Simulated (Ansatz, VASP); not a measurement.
# SiC (Moissanite 3C) in two plane-wave programs, part 2 of 2

One calculation is typed for both programs; each brings its own data sets. How far apart do they land? The cell is taken from a series of runs on this material, whose earlier steps may have relaxed, scaled, displaced or heated it; both programs get it as it stands.

VASP 6.6.1 and Ansatz 0.2.0.

So far: Starting point; VASP: G0W0 gap, PBE0 form with 40 % exact exchange with an exact-exchange share of 0.4.

## 3. Ansatz: G0W0 gap, PBE0 form with 40 % exact exchange with an exact-exchange share of 0.4

Level of this step: Ansatz beside VASP: Kohn-Sham DFT, plane waves, PBE0 form with 40 % exact exchange (Ansatz).

Ansatz runs on its PAW soft_1 files.

The same cell, functional and mesh now go to Ansatz, which takes its cutoff from its data sets.

input.yaml

```yaml
crystal:
  lattice:
    - [0.0, 2.179, 2.179]
    - [2.179, 0.0, 2.179]
    - [2.179, 2.179, 0.0]
  atoms:
    - { symbol: Si, position: [0.0, 0.0, 0.0] }
    - { symbol: C, position: [0.25, 0.25, 0.25] }
kpoints:
  mp_grid: { grid: [8, 8, 8] }
hamiltonian:
  xc: { exchange: pbe, correlation: pbe, exx: { coeff: 0.4 } }
  pseudopotentials: { kind: paw, azcp: { folder: soft_1 } }
scf:
  occupations: { method: fixed }
gw:
  n_empty_bands: 86
  ecut_chi: 150.0
  qp_bands: [v2, c2]
  qp_kpoints: band_edges
  screening: { model: contour_deformation }
```

Launch:

```sh
$ ansatz run input.yaml --threads 3 --pin off --max-ram 92160MiB --backend cuda --events-out ev --progress --plain --runs-dir out --devices 1 --max-vram 13GiB
```

Numbers of over 12 decimals in the logs are rounded to 6 here.

Output:

```text
GPUs: using 1 of 1 available (devices: 1).
Engine: ansatz 0.2.0, x86_64-unknown-linux-gnu
Pseudopotentials: kind: paw
Pseudopotential: Si, paw, valence charge 4, recommended cutoff 420 eV (normal), soft_1/Si.paw.azcp
Pseudopotential: C, paw, valence charge 4, recommended cutoff 420 eV (normal), soft_1/C.paw.azcp
Functional definition: unnamed
  parameter a_1 = 0.4
  exchange = (1 - a_1)*pbe_x + a_1*exact_x
  correlation = pbe_c
davidson cushion auto → on  (no smearing: the cushion is to keep the highest requested band from converging to the state above it; pin scf.eigensolver.cushion to override)
device memory: the entry about to start is reckoned to put 0.4 GiB on a device that reports 49.4 GiB free (of which the cap on the GPU budget leaves the run 13.0 GiB)
GPU FFT provider: cuFFT
GPU libraries: cuBLAS 13.8.2, cuFFT 12.4.0, cuSOLVER 12.3.4
Crystal: 2 atoms, lattice volume = 20.692 Å³
Basis set: ecut = 420 eV, 411 PW (Γ)
Bands: 8, of which v1, the nominal top of the filled ones, is band 4 counted from 1 (3 counted from 0)
Symmetry: 24 space group operations
Space group: F-43m (ITA 216), of the structure as read, at distance tolerance 2.7e-5 Å
k-points: 29 of 512 (time reversal used)
Non-local potential: Si, projectors of the file, l = 0: 2, l = 1: 2, l = 2: 1
Non-local potential: C, projectors of the file, l = 0: 2, l = 1: 2, l = 2: 1
PAW form: soft (Blöchl's): semilocal exchange-correlation on the pseudo side does not see the compensation charge
PAW frozen core: Si, regenerated for the run's functional, and the local potential with it (the file was generated under x = pbe(κ = 0.804, μ = 0.219515), c = pbe(β = 0.066725))
PAW frozen core: C, regenerated for the run's functional, and the local potential with it (the file was generated under x = pbe(κ = 0.804, μ = 0.219515), c = pbe(β = 0.066725))
PAW one-centre angular grid: Si, 110 points (default); XC on 64 Gauss nodes
PAW one-centre angular grid: C, 110 points (default); XC on 64 Gauss nodes
Initial density: superposition of atomic densities (chi_scale 0.1, normalization cell, long waves kept (reshape's long-wave potential 0.00 eV rms))
Initial wavefunctions: pseudopotential atomic-orbital guess
GPU buffer pool allocated for 13824 grid points (all kernels)
GPU transforms: local potential and band sums: pruned to the plane-wave sphere, on 24×24×24
Functional: x = pbe(κ = 0.804, μ = 0.219515), c = pbe(β = 0.066725), warm-up for x = 0.6 pbe(κ = 0.804, μ = 0.219515) + 0.4 exact, c = pbe(β = 0.066725)
SCF iter   1: F=—  HF=-888.656028 eV  |F-HF|=—  |Δ(HF+E_count)|=         —  Δρ=1.39e-1  dr2=4.87e0  ethr=1.00e-1  ⟨swp⟩=4.2  Hψ=915  notcnv=0
preconditioner: auto → none  [insulator: Δε(μ)=3.271 eV  Ē_g=14.749 eV  n_scr=0 (ndim 8)  ℏωp=23.1 eV  f_vac=0.000]
iter 2 solved again at ethr=3.79e-3 eV; its pass at ethr=6.09e-2 eV (dr2=3.03e-1 eV) is discarded
SCF iter   2: F=—  HF=-887.229751 eV  |F-HF|=—  |Δ(HF+E_count)|=    1.43e0  Δρ=4.91e-2  dr2=3.06e-1  ethr=3.79e-3  ⟨swp⟩=2.3  Hψ=1214  notcnv=0
SCF iter   3: F=—  HF=-887.153861 eV  |F-HF|=—  |Δ(HF+E_count)|=   7.59e-2  Δρ=2.00e-2  dr2=4.14e-2  ethr=3.79e-3  ⟨swp⟩=2.0  Hψ=580  notcnv=0
SCF iter   4: F=—  HF=-887.153077 eV  |F-HF|=—  |Δ(HF+E_count)|=   7.85e-4  Δρ=1.61e-3  dr2=6.58e-4  ethr=5.17e-4  ⟨swp⟩=2.5  Hψ=596  notcnv=0
SCF iter   5: F=-887.153043 eV  HF=-887.153042 eV  |F-HF|=1.85e-6  |Δ(HF+E_count)|=   3.53e-5  Δρ=1.36e-4  dr2=1.76e-6  ethr=8.23e-6  ⟨swp⟩=3.7  Hψ=789  notcnv=0
SCF 1 stopped early in 5 iterations: F = -887.153043 eV  dr2 = 1.76e-6
  greatest PAW one-centre occupation: 0.647 electrons in one spin orbital (limit 2), on the C atom at site 1 (counted from 0), in its partial waves of l = 0
device memory: the entry about to start is reckoned to put 1.1 GiB on a device that reports 50.6 GiB free (of which the cap on the GPU budget leaves the run 13.0 GiB)
GPU FFT provider: cuFFT
GPU libraries: cuBLAS 13.8.2, cuFFT 12.4.0, cuSOLVER 12.3.4
Initial density: handed on by an earlier stage of this run
Initial wavefunctions: those handed on with the density
GPU buffer pool allocated for 13824 grid points (all kernels)
GPU transforms: local potential and band sums: pruned to the plane-wave sphere, on 24×24×24
Functional: x = 0.6 pbe(κ = 0.804, μ = 0.219515) + 0.4 exact, c = pbe(β = 0.066725)
Exchange kernel: α = 0.4000, full range, Wigner–Seitz truncation, v(0) = 16722.1931 eV·Å³, q-mesh 8×8×8, nearest image of the exchange supercell L = 24.65 Å, pair-density grid 15×15×15, without the augmentation charges, whose exchange is taken in its separable form by FFT convolution over the k-point mesh (sized by the pseudopotential files, 18×18×18 at the most), smooth part of the exact exchange by density-matrix convolution in up to 1.84 GiB of GPU memory as planned if the GPU has room (build and FFT work areas not counted)
Frozen-core exchange: fock
[...]
Frozen-core exchange: fock
SCF iter   1: F=—  HF=-888.574715 eV  |F-HF|=—  |Δ(HF+E_count)|=         —  Δρ=6.16e-5  dr2=4.26e-7  ethr=1.66e-6  ⟨swp⟩=2.5  Hψ=600  notcnv=0
preconditioner: auto → none  [insulator: Δε(μ)=3.941 eV  Ē_g=18.446 eV  n_scr=0 (ndim 8)  ℏωp=23.1 eV  f_vac=0.000]
SCF iter   2: F=-888.574716 eV  HF=-888.574716 eV  |F-HF|=1.12e-8  |Δ(HF+E_count)|=   6.75e-7  Δρ=2.15e-5  dr2=4.59e-8  ethr=4.00e-9  ⟨swp⟩=4.0  Hψ=925  notcnv=0
[...]
Exchange-term sweep: 24 of 29 (spin, k) points
Exchange-term sweep: 25 of 29 (spin, k) points
Exchange-term sweep: 27 of 29 (spin, k) points
Exchange-term sweep: 28 of 29 (spin, k) points
Exchange-term sweep: 29 of 29 (spin, k) points
G₀W₀ screening: q 1/29
[... further progress lines ...]
hybrid SCF converged: 2 outer / 9 inner (+5 warm-up), last move |dexx| = 6.95e-7 eV, tail = 1.17e-7 eV
Stability not checked: this state was not tested for a lower state beside it, because the functional holds exact exchange (a hybrid, or Hartree-Fock), whose exchange loop this test does not read (fock_operator; see scf.lower_state_search)
Free energy (F): -888.574716 eV
Frozen-core exchange: fock
Harris-Foulkes:  -888.574716 eV  (|F-HF|=1.12e-8)
Internal energy: -888.574716 eV  (E = F + TS)
E sigma→0 (E₀):  -888.574716 eV
Fermi energy:    7.887708 eV
--- Per-component energies (eV) ---
  E_band       = 8.036493
  E_kinetic    = 133.561689
  E_local      = -94.221286  (includes V_loc(G=0)·N_el)
  E_nonlocal   = 43.481227
  E_hartree    = 31.985507
  E_xc         = -67.818394
  E_vxc        = -70.099296  (∫ρ·V_xc dr)
  E_exx        = -29.643382  (= α·E_x^exact, valence–valence)
  E_paw        = -621.018433  (= ΣΔE_a)
  E_vpaw       = -9.368565  (= ΣTr[D̂ρ^β])
  E_aug_tail   = 0.000051  (compensation charges beyond the density's cutoff)
  E_ewald      = -284.783780
  E_core_change = -0.117915  (= ΣΔE_core)
  E_smearing   = -0.000000  (= −TS)
  E_closure    = -0.000000  (closes the sum)
  Σ components = -888.574716   (vs F -888.574716, Δ=0.00e0)
--- Band table (eV; the first three rows and the last of 29) ---
  k-point 0: bands = ["-10.1074", "7.8877", "7.8877", "7.8877", "17.3934", "18.4746"]
  k-point 1: bands = ["-9.7607", "6.1848", "7.6580", "7.6580", "17.5970", "18.8848"]
  k-point 2: bands = ["-8.7477", "2.8929", "7.1878", "7.1878", "17.0457", "19.1543"]
  k-point 28: bands = ["-4.2108", "-0.2395", "2.1145", "2.5632", "16.1228", "20.9228"]
  guard bands above this table: 2 of the run's 8 bands. The solve was not asked for them (output.publish_guard_bands: true or output.eigenvalues: true publishes all)
--- G₀W₀: contour deformation, 6 samples at zero and on the imaginary axis and 3 off it, 512 q-points, 86 empty bands' worth ---
  eigenvalues of the whole cell's RPA ε∞ on this k-mesh (on a slab, of 1 + 4πα/V) = 4.5819, 4.5819, 4.5819; static W/v taken at q = 0 is 0.218248
  bands read: the sum over 90 bands ends inside a degenerate multiplet in 5 slots, whose members it reads at an even weight; the widest, k=1: bands 90 to 91 (counted from 1) at 1/2 each
  gw.qp_kpoints: band_edges: 12 of 29 stored k-points solved, in 1 pass; an edge of the gap read off the rows below is read off those points alone
    valence top: of the k-points left out ik 6 came nearest to being solved in a further pass, in band 4 (counted from 1, as in the quasiparticle table): it holds the edge there only if its correction is more favourable than any solved in that band by at least 1.047 eV; those differ by 0.081 eV
    conduction bottom: of the k-points left out ik 18 came nearest to being solved in a further pass, in band 5 (counted from 1, as in the quasiparticle table): it holds the edge there only if its correction is more favourable than any solved in that band by at least 0.840 eV; those differ by 0.158 eV
    ik  band        ε_KS         Σx   Σc(E_QP)       V_xc       Z   E_QP_lin       E_QP  E_QP is
     0     3      7.8877   -18.4062     1.6573   -17.2723  0.8366     8.4100     8.4111  root
     0     4      7.8877   -18.4062     1.6573   -17.2723  0.8366     8.4100     8.4111  root
     0     5     17.3934    -9.1847    -4.7091   -13.3501  0.8321    16.8514    16.8498  root
     0     6     18.4746    -7.9565    -4.5574   -12.0716  0.8439    18.0333    18.0323  root
     1     3      7.6580   -18.4234     1.6947   -17.2567  0.8361     8.1849     8.1861  root
     1     4      7.6580   -18.4234     1.6947   -17.2567  0.8361     8.1849     8.1861  root
     1     5     17.5970    -8.5747    -4.6043   -12.6726  0.8381    17.0919    17.0906  root
     1     6     18.8848    -7.8695    -4.6561   -12.0619  0.8408    18.4222    18.4210  root
     2     3      7.1878   -18.5065     1.7853   -17.2598  0.8348     7.7251     7.7263  root
     2     4      7.1878   -18.5065     1.7853   -17.2598  0.8348     7.7251     7.7263  root
     2     5     17.0457    -8.5755    -4.4572   -12.5587  0.8438    16.5728    16.5717  root
     2     6     19.1543    -7.3033    -4.7269   -11.5395  0.8392    18.6650    18.6636  root
     3     3      6.8040   -18.6137     1.8682   -17.2922  0.8336     7.3494     7.3507  root
     3     4      6.8040   -18.6137     1.8682   -17.2922  0.8336     7.3494     7.3507  root
     3     5     16.5978    -8.7811    -4.3802   -12.6982  0.8456    16.1357    16.1347  root
     3     6     18.6332    -6.7636    -4.6173   -10.8978  0.8438    18.1514    18.1501  root
     4     3      6.6635   -18.6611     1.9000   -17.3110  0.8332     7.2121     7.2134  root
     4     4      6.6635   -18.6611     1.9000   -17.3110  0.8332     7.2121     7.2134  root
     4     5     16.4459    -8.8747    -4.3551   -12.7703  0.8462    15.9873    15.9863  root
     4     6     18.3384    -6.6375    -4.5619   -10.7231  0.8458    17.8633    17.8621  root
     5     3      7.0886   -18.3339     1.7857   -17.0879  0.8349     7.6270     7.6282  root
     5     4      7.0886   -18.3339     1.7857   -17.0879  0.8349     7.6270     7.6282  root
     5     5     17.1916    -7.7504    -4.4261   -11.7118  0.8462    16.7279    16.7268  root
     5     6     18.5285    -8.9439    -4.8165   -13.2370  0.8298    18.0068    18.0052  root
[...]
17     3      4.5754   -18.5408     2.2862   -16.8508  0.8255     5.1697     5.1717  root
    17     4      4.5754   -18.5408     2.2862   -16.8508  0.8255     5.1697     5.1717  root
    17     5     12.6475    -6.8426    -3.8339   -10.2721  0.8577    12.2437    12.2431  root
    17     6     15.6302    -7.1110    -4.1070   -10.8027  0.8585    15.2156    15.2149  root
    20     3      4.1940   -18.5968     2.3635   -16.8378  0.8237     4.7964     4.7985  root
    20     4      4.1940   -18.5968     2.3635   -16.8378  0.8237     4.7964     4.7985  root
    20     5     11.8291    -6.8597    -3.6989   -10.1727  0.8590    11.4438    11.4432  root
    20     6     15.0884    -7.2604    -4.0342   -10.8865  0.8598    14.6810    14.6804  root
```

## 4. Comparison

Known differences besides the potentials themselves: exact exchange at q = 0 is treated differently, which shows on coarse meshes; VASP keeps PBE cores, Ansatz makes them for the functional; fixed occupations in Ansatz, narrow Gaussian smearing in VASP; the cutoff is 420 eV in Ansatz and 440 eV in VASP; Ansatz integrates over frequency by contour deformation, VASP on a grid of NOMEGA points; Ansatz's G0W0 levels solve the quasiparticle equation, VASP's are linearised. Total energies have different zeros and are not compared.

Both answers:

```tsv
quantity	Ansatz	VASP	difference
G0W0 gap on the mesh (eV)	3.03	3.04	-0.01
Kohn-Sham gap under it (eV)	3.94	3.96	-0.01
```

## 5. Outcome

```json
{"difference in G0W0 gap on the mesh (G0W0 gap, PBE0 form with 40 % exact exchange with an exact-exchange share of 0.4)": "-0.011 eV"}
```

In words: The difference in G0W0 gap on the mesh is -0.011 eV (G0W0 gap, PBE0 form with 40 % exact exchange with an exact-exchange share of 0.4). Such differences can come from data sets, numerical settings and the points named under the comparisons, not from the functional's error against experiment.

[Lines on the potential files, build, host, timing and source positions are cut from VASP's logs without a mark.]

[Logs are printed without paths, hosts, clocks, repeated set-up lines and the standing remarks that a program may print on its own settings, such as how far it seeks lower states.]

[Hosts, paths, dates, database ids (printed as entryN), source tags and the programs' standing remarks are cut or masked in the printed files.]
